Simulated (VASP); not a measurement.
# CsTaS2 (P-6m2) in VASP: further runs

One crystal, CsTaS2, is run at these levels: PBE+D3, PBE+D3(BJ), PBE+D4; tasks: relaxation of cell and atoms.

Everything below comes from runs of VASP 6.6.1. Logs are shortened: lines on timing, memory, paths and dates and some standing lists are left out, and cuts for length are marked.

## 1. The crystal as given

Symmetry: P-6m2, No. 187, hexagonal system. The conventional cell has a = 3.542 Å, b = 3.542 Å, c = 8.268 Å, α = 90.00°, β = 90.00°, γ = 120.00°. Cs (site symmetry -6m2) is surrounded by 6 S at 3.33 Å and 6 Cs at 3.54 Å. Ta (site symmetry -6m2) is surrounded by 6 S at 2.54 Å. S (site symmetry 3m) has 3 Ta at 2.54 Å as nearest neighbours.

The cell was built by a generator and needn't be a form met in nature.

## 2. Relaxation of cell and atoms, PBE+D3

File INCAR:

```
SYSTEM = CsTaS2
PREC     = Accurate       ! precision mode
ENCUT    = 600            ! plane-wave cutoff, eV
EDIFF    = 1E-6           ! SCF threshold, eV
ISMEAR   = -1             ! smearing method
SIGMA    = 0.05           ! smearing width, eV
LREAL    = .False.        ! projectors in reciprocal space
LASPH    = .True.         ! aspherical terms in the spheres
NELM     = 100            ! most SCF steps
ALGO     = Normal         ! electronic algorithm
ISIF     = 3              ! what is computed and relaxed
LWAVE    = .False.        ! write WAVECAR
LCHARG   = .False.        ! write CHGCAR
GGA      = PE             ! functional
IVDW     = 11             ! dispersion correction
IBRION   = 2              ! ionic algorithm
NSW      = 40             ! ionic steps
EDIFFG   = -0.01          ! ionic threshold
```

File KPOINTS:

```
regular mesh
0
Gamma
  7 7 3
  0 0 0
```

File POSCAR:

```
CsTaS2
1.0
    3.5423800000      0.0000000000      0.0000000000
   -1.7711900000      3.0677900000      0.0000000000
    0.0000000000      0.0000000000      8.2684800000
Cs Ta S
1 1 2
Direct
    0.0000000000      0.0000000000      0.5000000000
    0.3333300000      0.6666700000      0.0000000000
    0.6666700000      0.3333300000      0.1817700000
    0.6666700000      0.3333300000      0.8182300000
```

Potentials or basis: VASP PAW PBE potentials, release 64 (Cs_sv, Ta_pv, S).

Started as:

```
$ cat potpaw_PBE.64/Cs_sv/POTCAR potpaw_PBE.64/Ta_pv/POTCAR potpaw_PBE.64/S/POTCAR > POTCAR
$ mpirun -np 1 vasp_std > vasp.out
```

OUTCAR:

```text
SYSTEM = CsTaS2
   PREC = Accurate
   ENCUT = 600
   EDIFF = 1E-6
   ISMEAR = -1
   LREAL = .False.
   LASPH = .True.
   NELM = 100
   ISIF = 3
   GGA = PE
   IVDW = 11
   IBRION = 2
   NSW = 40
   EDIFFG = -0.01
 IVDW          = 11

 ion  position               nearest neighbor table
   1  0.000  0.000  0.500-
   2  0.333  0.667  0.000-   3 2.54   4 2.54   3 2.54   4 2.54   3 2.54   4 2.54
   3  0.667  0.333  0.182-   2 2.54   2 2.54   2 2.54
   4  0.667  0.333  0.818-   2 2.54   2 2.54   2 2.54

  LATTYP: Found a hexagonal cell.
 ALAT       =     3.5423800000
 C/A-ratio  =     2.3341595199

  Lattice vectors:

 A1 = (   3.5423800000,   0.0000000000,   0.0000000000)
 A2 = (  -1.7711900000,   3.0677900000,   0.0000000000)
 A3 = (   0.0000000000,   0.0000000000,   8.2684800000)

Analysis of symmetry for initial positions (statically):
=====================================================================
 Subroutine PRICEL returns:
 Original cell was already a primitive cell.

 Routine SETGRP: Setting up the symmetry group for a
 hexagonal supercell.

 Subroutine GETGRP returns: Found  4 space group operations
 (whereof  4 operations were pure point group operations)
 out of a pool of 24 trial point group operations.

The static configuration has the point symmetry C_2v.

Analysis of symmetry for dynamics (positions and initial velocities):
=====================================================================
 Subroutine PRICEL returns:
 Original cell was already a primitive cell.

 Routine SETGRP: Setting up the symmetry group for a
 hexagonal supercell.

 Subroutine GETGRP returns: Found  4 space group operations
 (whereof  4 operations were pure point group operations)
 out of a pool of 24 trial point group operations.

The dynamic configuration has the point symmetry C_2v.

 Subroutine INISYM returns: Found  4 space group operations
 (whereof  4 operations are pure point group operations),
 and found     1 'primitive' translations

----------------------------------------------------------------------------------------

                                     Primitive cell

  volume of cell :      89.8559

  direct lattice vectors                    reciprocal lattice vectors
     3.542380000  0.000000000  0.000000000     0.282296083  0.162983777  0.000000000
    -1.771190000  3.067790000  0.000000000     0.000000000  0.325967553  0.000000000
     0.000000000  0.000000000  8.268480000     0.000000000  0.000000000  0.120941213

  length of vectors
     3.542380000  3.542379073  8.268480000     0.325967468  0.325967553  0.120941213

  position of ions in fractional coordinates (direct lattice)
     0.000000000  0.000000000  0.500000000
     0.333330000  0.666670000  0.000000000
     0.666670000  0.333330000  0.181770000
     0.666670000  0.333330000  0.818230000

  ion indices of the primitive-cell ions
   primitive index   ion index
                 1           1
                 2           2
                 3           3
                 4           4

----------------------------------------------------------------------------------------

 KPOINTS: regular mesh

Automatic generation of k-mesh.
 Grid dimensions read from file:
 generate k-points for:    7    7    3

 Generating k-lattice:

  Cartesian coordinates                     Fractional coordinates (reciprocal lattice)
     0.040328012  0.023283397  0.000000000     0.142857143  0.000000000  0.000000000
     0.000000000  0.046566793  0.000000000     0.000000000  0.142857143  0.000000000
     0.000000000  0.000000000  0.040313738     0.000000000  0.000000000  0.333333333

  Length of vectors
     0.046566781  0.046566793  0.040313738

  Shift w.r.t. Gamma in fractional coordinates (k-lattice)
     0.000000000  0.000000000  0.000000000

 Subroutine IBZKPT returns following result:
 ===========================================

 Found     32 irreducible k-points:

 Following reciprocal coordinates:
            Coordinates               Weight
  0.000000  0.000000  0.000000      1.000000
  0.142857  0.000000  0.000000      4.000000
 -0.142857  0.142857  0.000000      2.000000
  0.285714  0.000000  0.000000      4.000000
 -0.285714  0.285714  0.000000      2.000000
  0.428571  0.000000  0.000000      4.000000
[... 16 lines left out ...]
 -0.428571  0.428571  0.333333      4.000000
  0.142857  0.142857  0.333333      4.000000
 [... further k-points ...]
   k-points           NKPTS =     32   k-points in BZ     NKDIM =     32   number of bands    NBANDS=     20
   number of dos      NEDOS =    301   number of ions     NIONS =      4
   total plane-waves  NPLWV =  54880
   dimension x,y,z NGX =    28 NGY =   28 NGZ =   70
   dimension x,y,z NGXF=    56 NGYF=   56 NGZF=  140
   ions per type =               1   1   2
   NGX,Y,Z   is equivalent  to a cutoff of  13.14, 13.14, 14.07 a.u.
   NGXF,Y,Z  is equivalent  to a cutoff of  26.28, 26.28, 28.15 a.u.
 SYSTEM =  CsTaS2
   PREC   = accura    normal or accurate (medium, high low for compatibility)
   ISTART =      0    job   : 0-new  1-cont  2-samecut
   ICHARG =      2    charge: 1-file 2-atom 10-const
   ISPIN  =      1    spin polarized calculation?
   LNONCOLLINEAR =      F non collinear calculations
   LSORBIT =      F    spin-orbit coupling
   LASPH  =      T    aspherical Exc in radial PAW
   ENCUT  =  600.0 eV  44.10 Ry    6.64 a.u.   7.08  7.08 16.51*2*pi/ulx,y,z
   NELM   =    100;   NELMIN=  2; NELMDL= -5     # of ELM steps
   EDIFF  = 0.1E-05   stopping-criterion for ELM
   LREAL  =      F    real-space projection
   EDIFFG = -.1E-01   stopping-criterion for IOM
   NSW    =     40    number of steps for IOM
   IBRION =      2    ionic relax: 0-MD 1-quasi-New 2-CG
   NFREE  =      1    steps in history (QN), initial steepest desc. (CG)
   ISIF   =      3    stress and relaxation
   ISYM   =      2    0-nonsym 1-usesym 2-fastsym
   POTIM  = 0.5000    time-step for ionic-motion
   TEBEG  =    0.0;   TEEND  =   0.0 temperature during run
   PSTRESS=    0.0 pullay stress
   NELECT =      32.0000    total number of electrons
   NUPDOWN=      -1.0000    fix difference up-down
   EMIN   =  10.00;   EMAX   =-10.00  energy-range for DOS
   EFERMI =   0.00;   METHOD = LEGACY
   ISMEAR =    -1;   SIGMA  =   0.05  broadening in eV -4-tet -1-fermi 0-gaus
   EFERMI_NEDOS =   21; number of points for ismear=-14 and -15
   IALGO  =     38    algorithm
   IMIX   =      4    mixing-type and parameters
     AMIX     =   0.40;   BMIX     =  1.00
     AMIX_MAG =   1.60;   BMIX_MAG =  1.00
  volume/ion in A,a.u.               =      22.46       151.59
  Fermi-wavevector in a.u.,A,eV,Ry     =   1.160404  2.192846 18.320764  1.346538
  Thomas-Fermi vector in A             =   2.296987
   LORBIT       =      0    0 simple, 1 ext, 2 COOP (PROOUT), +10 PAW based schemes
   GGA     = PE    functional components
   LHFCALC =     F    Hartree Fock is set to
   AEXX    =    0.0000 exact exchange contribution
   IVDW    =    11    specifies the selected vdW correction
   LEPSILON=     F    determine dielectric tensor
   LRPA    =     F    only Hartree local field effects (RPA)
 conjugate gradient relaxation of ions
 non-spin polarized calculation
  energy-cutoff  :      600.00
  volume of cell :       89.86
 maximum number of plane-waves:      3033
   NGX = 15   NGY = 15   NGZ = 33

--------------------------------------- Ionic step        1  -------------------------------------------

 number of electron      31.9999999 magnetization

 Free energy of the ion-electron system (eV)
  ---------------------------------------------------
  ext. energy  EPLUGINS =         0.00000000
  ---------------------------------------------------
  free energy    TOTEN  =       -24.90629745 eV

  energy without entropy =      -24.90496799  energy(sigma->0) =      -24.90563272

------------------------ aborting loop because EDIFF is reached ----------------------------------------

 Edisp (eV)   -1.15179

 E8    (eV) :    -0.7177

  FORCE on cell =-STRESS in cart. coord.  units (eV):
  Direction    XX          YY          ZZ          XY          YZ          ZX
  --------------------------------------------------------------------------------------
  -------------------------------------------------------------------------------------
  Total      -1.14505    -1.14487    -0.66137     0.00016     0.00000     0.00000
  in kB     -20.41692   -20.41371   -11.79259     0.00277     0.00000     0.00000
  external pressure =      -17.54 kB  Pullay stress =        0.00 kB
[... 275 lines left out ...]
  energy  without entropy=      -26.0677424347  energy(sigma->0) =      -26.06875816

--------------------------------------- Ionic step        8  -------------------------------------------

 number of electron      32.0000000 magnetization

 Free energy of the ion-electron system (eV)
  ---------------------------------------------------
  ext. energy  EPLUGINS =         0.00000000
  ---------------------------------------------------
  free energy    TOTEN  =       -24.89169125 eV

  energy without entropy =      -24.88971552  energy(sigma->0) =      -24.89070338

 E-fermi :   6.6824     XC(G=0): -10.4439

 val. band max:        6.6143188652   @ k =   0.0000   0.0000   0.3333
 cond. band min:       6.8550655906   @ k =  -0.4286   0.4286   0.3333
 fundamental gap:      0.2407467253
 Fermi energy:         6.6824054666

 k-point     1 :       0.0000    0.0000    0.0000
  band No.  band energies     occupation
      1     -28.9085      2.00000
      2     -28.8389      2.00000
      3     -28.8389      2.00000
      4     -17.9057      2.00000
      5      -8.6660      2.00000
      6      -7.6698      2.00000
[... 12 lines left out ...]
     19       8.0991      0.00000
[... 513 lines left out ...]
      4     -17.5786      2.00000
      5      -8.2046      2.00000
      6      -7.1828      2.00000
[... 12 lines left out ...]
     19       8.4000      0.00000
     20       8.7644      0.00000

 [... further k-points ...]

------------------------ aborting loop because EDIFF is reached ----------------------------------------

 Edisp (eV)   -1.17811

 E8    (eV) :    -0.7343

  FORCE on cell =-STRESS in cart. coord.  units (eV):
  Direction    XX          YY          ZZ          XY          YZ          ZX
  --------------------------------------------------------------------------------------
  -------------------------------------------------------------------------------------
  Total       0.01380     0.01377    -0.03318    -0.00002     0.00000     0.00000
  in kB       0.25139     0.25093    -0.60467    -0.00040     0.00000     0.00000
  external pressure =       -0.03 kB  Pullay stress =        0.00 kB
[... 19 lines left out ...]
  FREE ENERGIE OF THE ION-ELECTRON SYSTEM (eV)
  ---------------------------------------------------
  free  energy   TOTEN  =       -26.0698013148 eV

  energy  without entropy=      -26.0678255818  energy(sigma->0) =      -26.06881345

 reached required accuracy - stopping structural energy minimisation
```

Run time: 5.3 min. Hardware: 1 thread of AMD EPYC 7R43 (Zen 3), shared host; peak memory 0.24 GiB.

Results:

* Free energy: -26.0698 eV
* Relaxed volume: 21.98 Å³/atom
* Relaxed cell: a = 3.507 Å, b = 3.507 Å, c = 8.254 Å, α = 90.00°, β = 90.00°, γ = 120.00°
* Space group after relaxing (to 0.05 Å): P-6m2 (No. 187)
* Energy gained by relaxing: 2.9 meV/atom
* Ionic steps: 8
* Pressure after relaxing: 0.0 GPa
* Largest force after relaxing: 0.005 eV/Å
* Band gap on the k mesh: 0.24 eV, indirect (least direct gap 0.83 eV)
* Dispersion energy per atom: -0.295 eV

Forces on the atoms (eV/Å):
```
Cs   0.000  0.000  0.000
Ta   0.000  0.000  0.000
S    0.000  0.000  0.005
S    0.000  0.000 -0.005
```

Stress tensor (GPa, compression positive):
```
 0.03  0.00  0.00
 0.00  0.03  0.00
 0.00  0.00 -0.06
```

The path:
```csv
step,energy change (eV),largest force (eV/Å),pressure (GPa),volume (Å³)
1,0.0000,0.0880,-1.75,89.86
2,-0.0028,0.2947,1.67,86.69
3,-0.0104,0.1147,0.04,88.12
4,-0.0117,0.0219,-0.01,87.98
5,-0.0117,0.0143,-0.01,87.96
6,-0.0117,0.0129,-0.02,87.96
7,-0.0117,0.0105,-0.02,87.96
8,-0.0117,0.0053,0.00,87.93
```

Final structure:
```cif
data_structure
_symmetry_space_group_name_H-M 'P 1'
_symmetry_Int_Tables_number 1
_cell_length_a 3.5072
_cell_length_b 3.5072
_cell_length_c 8.2541
_cell_angle_alpha 90.000
_cell_angle_beta 90.000
_cell_angle_gamma 120.000
_cell_volume 87.93
loop_
_atom_site_label
_atom_site_type_symbol
_atom_site_fract_x
_atom_site_fract_y
_atom_site_fract_z
_atom_site_occupancy
Cs1 Cs 0.00000 0.00000 0.50000 1
Ta1 Ta 0.33333 0.66667 0.00000 1
S1 S 0.66667 0.33333 0.18222 1
S2 S 0.66667 0.33333 0.81778 1
```

Levels at points of the mesh, in eV from the valence-band top:
| k point | band 14 | band 15 | band 16 | band 17 | band 18 | band 19 |
| --- | --- | --- | --- | --- | --- | --- |
| (0.00, 0.00, 0.00) | -3.08 | -2.37 | -0.41 | 0.97 | 1.48 | 1.48 |

Caveat: spin-orbit coupling is left out, which moves the levels of the heavy elements; an odd mesh through Γ misses points on the zone boundary, where band edges often lie. PBE gaps usually lie below the measured ones, often by a third to a half.

## 3. Relaxation of cell and atoms, PBE+D3(BJ)

INCAR, as its differences from that of step 2:

```diff
@@ -14,3 +14,3 @@
 GGA      = PE             ! functional
-IVDW     = 11             ! dispersion correction
+IVDW     = 12             ! dispersion correction
 IBRION   = 2              ! ionic algorithm
```

KPOINTS is that of step 2.

POSCAR is that of step 2.

Potentials or basis: VASP PAW PBE potentials, release 64 (Cs_sv, Ta_pv, S).

Started as:

```
$ cat potpaw_PBE.64/Cs_sv/POTCAR potpaw_PBE.64/Ta_pv/POTCAR potpaw_PBE.64/S/POTCAR > POTCAR
$ mpirun -np 1 vasp_std > vasp.out
```

Run time: 4.6 min. Hardware: 1 thread of AMD EPYC 7R43 (Zen 3), shared host; peak memory 0.24 GiB.

It converged, with:

| Quantity | Value |
| --- | --- |
| Free energy | -26.4908 eV |
| Relaxed volume | 21.71 Å³/atom |
| Relaxed cell | a = 3.498 Å, b = 3.498 Å, c = 8.195 Å, α = 90.00°, β = 90.00°, γ = 120.00° |
| Space group after relaxing (to 0.05 Å) | P-6m2 (No. 187) |
| Energy gained by relaxing | 6.1 meV/atom |
| Ionic steps | 7 |
| Pressure after relaxing | 0.0 GPa |
| Band gap on the k mesh | 0.28 eV, indirect (least direct gap 0.89 eV) |
| Dispersion energy per atom | -0.404 eV |

The path:
| step | energy change (eV) | largest force (eV/Å) | pressure (GPa) | volume (Å³) |
| --- | --- | --- | --- | --- |
| 1 | 0.0000 | 0.0774 | -2.62 | 89.86 |
| 2 | -0.0028 | 0.4908 | 2.64 | 85.15 |
| 3 | -0.0213 | 0.2074 | -0.04 | 87.37 |
| 4 | -0.0241 | 0.0652 | -0.03 | 87.05 |
| 5 | -0.0243 | 0.0272 | -0.02 | 86.96 |
| 6 | -0.0245 | 0.0123 | 0.00 | 86.90 |
| 7 | -0.0246 | 0.0017 | 0.01 | 86.86 |

Final structure:
```
Cs Ta S
1.0
     3.49828    0.00000    0.00000
    -1.74914    3.02959    0.00000
     0.00000    0.00000    8.19538
Cs Ta S
1 1 2
Direct
  0.00000 0.00000 0.50000
  0.33333 0.66667 0.00000
  0.66667 0.33333 0.18330
  0.66667 0.33333 0.81670
```

Levels at points of the mesh, in eV from the valence-band top:
| k point | band 13 | band 14 | band 15 | band 16 | band 17 | band 18 | band 19 | band 20 |
| --- | --- | --- | --- | --- | --- | --- | --- | --- |
| (0.00, 0.00, 0.00) | -3.10 | -3.10 | -2.34 | -0.40 | 1.03 | 1.48 | 1.48 | 1.54 |

Caveat: spin-orbit coupling is left out, which moves the levels of the heavy elements; an odd mesh through Γ misses points on the zone boundary, where band edges often lie.

[end of part 1 of 2]
